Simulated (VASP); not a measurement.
Output of a VASP run:

**OUTCAR**
```
 ion  position               nearest neighbor table
   1  0.000  0.000  0.000-   2 2.31   3 2.31   3 2.31   2 2.31   3 2.31   2 2.31
   2  0.333  0.667  0.297-   1 2.31   1 2.31   1 2.31   3 2.56   3 2.56   3 2.56
   3  0.667  0.333  0.703-   1 2.31   1 2.31   1 2.31   2 2.56   2 2.56   2 2.56
  LATTYP: Found a hexagonal cell.
 ALAT       =     3.4476188513
 C/A-ratio  =     1.1483897372
 Subroutine PRICEL returns:
 Original cell was already a primitive cell.
 Subroutine GETGRP returns: Found 12 space group operations
The static configuration has the point symmetry D_3d.
The dynamic configuration has the point symmetry D_3d.
 Subroutine INISYM returns: Found 12 space group operations
 Subroutine IBZKPT returns following result:
 Found     94 irreducible k-points:

 Following reciprocal coordinates:
            Coordinates               Weight
  0.000000  0.000000  0.000000      1.000000
  0.100000 -0.000000  0.000000      6.000000
  0.200000 -0.000000  0.000000      6.000000
  0.300000  0.000000  0.000000      6.000000
  0.400000 -0.000000  0.000000      6.000000
  0.500000 -0.000000  0.000000      3.000000
  0.100000  0.100000  0.000000      6.000000
  0.200000  0.100000  0.000000     12.000000
  0.300000  0.100000  0.000000     12.000000
  0.400000  0.100000  0.000000     12.000000
  0.200000  0.200000  0.000000      6.000000
  0.300000  0.200000  0.000000     12.000000
  0.400000  0.200000  0.000000      6.000000
  0.300000  0.300000  0.000000      6.000000
  0.000000  0.000000  0.125000      2.000000
  0.100000 -0.000000  0.125000      6.000000
 -0.000000  0.100000  0.125000      6.000000
  0.200000 -0.000000  0.125000      6.000000
 -0.000000  0.200000  0.125000      6.000000
  0.300000  0.000000  0.125000      6.000000
  0.000000  0.300000  0.125000      6.000000
  0.400000 -0.000000  0.125000      6.000000
 -0.000000  0.400000  0.125000      6.000000
  0.500000 -0.000000  0.125000      6.000000
  0.100000  0.100000  0.125000     12.000000
  0.200000  0.100000  0.125000     12.000000
 -0.100000  0.300000  0.125000     12.000000
  0.300000  0.100000  0.125000     12.000000
 -0.100000  0.400000  0.125000     12.000000
  0.400000  0.100000  0.125000     12.000000
 -0.100000  0.500000  0.125000     12.000000
  0.200000  0.200000  0.125000     12.000000
  0.300000  0.200000  0.125000     12.000000
 -0.200000  0.500000  0.125000     12.000000
  0.400000  0.200000  0.125000     12.000000
  0.300000  0.300000  0.125000     12.000000
  0.000000  0.000000  0.250000      2.000000
  0.100000 -0.000000  0.250000      6.000000
 -0.000000  0.100000  0.250000      6.000000
  0.200000 -0.000000  0.250000      6.000000
   k-points           NKPTS =     94   k-points in BZ     NKDIM =     94   number of bands    NBANDS=     15
   number of dos      NEDOS =    301   number of ions     NIONS =      3
   total plane-waves  NPLWV =  23520
   dimension x,y,z NGX =    28 NGY =   28 NGZ =   30
   dimension x,y,z NGXF=    56 NGYF=   56 NGZF=   60
   ions per type =               1   2
   PREC   = accura    normal or accurate (medium, high low for compatibility)
   ISTART =      0    job   : 0-new  1-cont  2-samecut
   ICHARG =      2    charge: 1-file 2-atom 10-const
   ISPIN  =      1    spin polarized calculation?
   LNONCOLLINEAR =      F non collinear calculations
   LSORBIT =      F    spin-orbit coupling
   INIWAV =      1    electr: 0-lowe 1-rand  2-diag
   ENCUT  =  500.0 eV  36.75 Ry    6.06 a.u.   6.29  6.29  7.22*2*pi/ulx,y,z
   NELM   =    100;   NELMIN=  2; NELMDL= -5     # of ELM steps
   EDIFF  = 0.1E-05   stopping-criterion for ELM
   LREAL  =      F    real-space projection
   NLSPLINE    = F    spline interpolate recip. space projectors
   LMAXMIX     =    6 max onsite mixed and CHGCAR
   VOSKOWN=      0    Vosko Wilk Nusair interpolation
   EDIFFG = -.2E-01   stopping-criterion for IOM
   NSW    =     40    number of steps for IOM
...
```

**OSZICAR**
```
       N       E                     dE             d eps       ncg     rms          rms(c)
DAV:   1     0.116201470679E+03    0.11620E+03   -0.10919E+04  2900   0.131E+03
DAV:   2    -0.127803836600E+02   -0.12898E+03   -0.12595E+03  3543   0.260E+02
DAV:   3    -0.173454841678E+02   -0.45651E+01   -0.45347E+01  3506   0.518E+01
DAV:   4    -0.173830803506E+02   -0.37596E-01   -0.37554E-01  3688   0.534E+00
DAV:   5    -0.173835190167E+02   -0.43867E-03   -0.43829E-03  3716   0.532E-01    0.257E+01
DAV:   6    -0.164453580321E+02    0.93816E+00   -0.65916E+00  3051   0.253E+01    0.156E+01
DAV:   7    -0.162998206689E+02    0.14554E+00   -0.11310E+00  2932   0.115E+01    0.704E+00
DAV:   8    -0.162609219318E+02    0.38899E-01   -0.65366E-02  3597   0.260E+00    0.128E+00
DAV:   9    -0.162583536122E+02    0.25683E-02   -0.10416E-02  3408   0.999E-01    0.157E-01
DAV:  10    -0.162583673586E+02   -0.13746E-04   -0.92696E-04  3576   0.280E-01    0.130E-01
DAV:  11    -0.162583908163E+02   -0.23458E-04   -0.89417E-05  3625   0.102E-01    0.422E-02
DAV:  12    -0.162583768945E+02    0.13922E-04   -0.73956E-05  3352   0.919E-02    0.172E-02
DAV:  13    -0.162583769519E+02   -0.57367E-07   -0.39328E-06  3103   0.172E-02
   1 F= -.86272563E+01 E0= -.86271065E+01  d E =-.862726E+01
       N       E                     dE             d eps       ncg     rms          rms(c)
DAV:   1    -0.162623711409E+02   -0.39942E-02   -0.12722E-02  2981   0.844E-01    0.913E-02
DAV:   2    -0.162622163357E+02    0.15481E-03   -0.73538E-04  3394   0.260E-01    0.563E-02
DAV:   3    -0.162621877267E+02    0.28609E-04   -0.68659E-05  3555   0.820E-02    0.227E-02
DAV:   4    -0.162621777726E+02    0.99541E-05   -0.29042E-05  3324   0.399E-02    0.108E-02
DAV:   5    -0.162621773017E+02    0.47089E-06   -0.15828E-06  2203   0.103E-02
   2 F= -.86273692E+01 E0= -.86272221E+01  d E =-.112823E-03
```

**OUTCAR**
```
------------------------ aborting loop because EDIFF is reached ----------------------------------------
  FORCE on cell =-STRESS in cart. coord.  units (eV):
  Direction    XX          YY          ZZ          XY          YZ          ZX
  --------------------------------------------------------------------------------------
  Total        7.6027221      7.6027246      7.6595779      0.0000000      0.0000000      0.0000000
  in kB      298.7392188    298.7393164    300.9732975      0.0000000      0.0000000      0.0000000
  external PRESSURE =      -0.5160558 kB  Pullay stress =     300.0000000 kB
  volume of cell :       40.77
      direct lattice vectors                 reciprocal lattice vectors
     1.722988033 -2.984303302 -0.000000000     0.290193542 -0.167543292  0.000000000
     1.722988033  2.984303302  0.000000000     0.290193542  0.167543292  0.000000000
     0.000000000  0.000000000  3.964900014    -0.000000000 -0.000000000  0.252213170
 POSITION                                       TOTAL-FORCE (eV/Angst)
 -----------------------------------------------------------------------------------
      3.44598      0.00000      0.00000        -0.000000      0.000000      0.000000
      1.72299      0.99477      1.17958         0.000000      0.000000      0.004198
      1.72299     -0.99477      2.78532         0.000000      0.000000     -0.004198
 -----------------------------------------------------------------------------------
    total drift:                                0.000000      0.000000      0.000000
  FREE ENERGIE OF THE ION-ELECTRON SYSTEM (eV)
  ---------------------------------------------------
  free  energy   TOTEN  =       -16.2621773017 eV

  energy  without entropy=      -16.2617362951  energy(sigma->0) =      -16.26203030
  enthalpy is  TOTEN    =        -8.6273691515 eV   P V=        7.6348081502

 reached required accuracy - stopping structural energy minimisation
```
(Selected blocks of OUTCAR.)

File POSCAR:
```
PtS2
1
    1.7238092560    -2.9857256057    -0.0000000000
    1.7238092560     2.9857256057     0.0000000000
    0.0000000000     0.0000000000     3.9592101067
Pt S
1 2
Direct
  0.0000000000   0.0000000000   0.0000000000
  0.3333330000   0.6666670000   0.2974782184
  0.6666670000   0.3333330000   0.7025217816
```

Question: Reconstruct the remaining input files.

Answer: One answer among several that fit: the input of the run itself, PBEsol GGA, plane waves, VASP's PBE PAW potentials (set 64).

### INCAR
```
# general
SYSTEM  = PtS2
PREC    = Accurate
ENCUT   = 500
LREAL   = .FALSE.
LASPH   = .TRUE.

# electronic loop
EDIFF   = 1E-6
NELM    = 100
ALGO    = Normal
LMAXMIX = 6

# smearing
ISMEAR  = 1
SIGMA   = 0.1

# functional
GGA     = PS

# ions
IBRION  = 2
NSW     = 40
ISIF    = 3
EDIFFG  = -0.02
PSTRESS = 300

# output
LWAVE   = .FALSE.
LCHARG  = .FALSE.
```

### KPOINTS
```
K-points
0
Gamma
  10 10 8
```

POTCAR, in this order: Pt S (PBE.64 set). Program: vasp_std.

Without a dispersion term in the relaxation, distances and binding between the weakly bound layers, chains or molecules are unreliable, and so is what depends on them.

The compound is PtS2 in the 1T layered structure. This run relaxes it under an external pressure of 30 GPa. Symmetry was kept, so distortions that lower it aren't found.
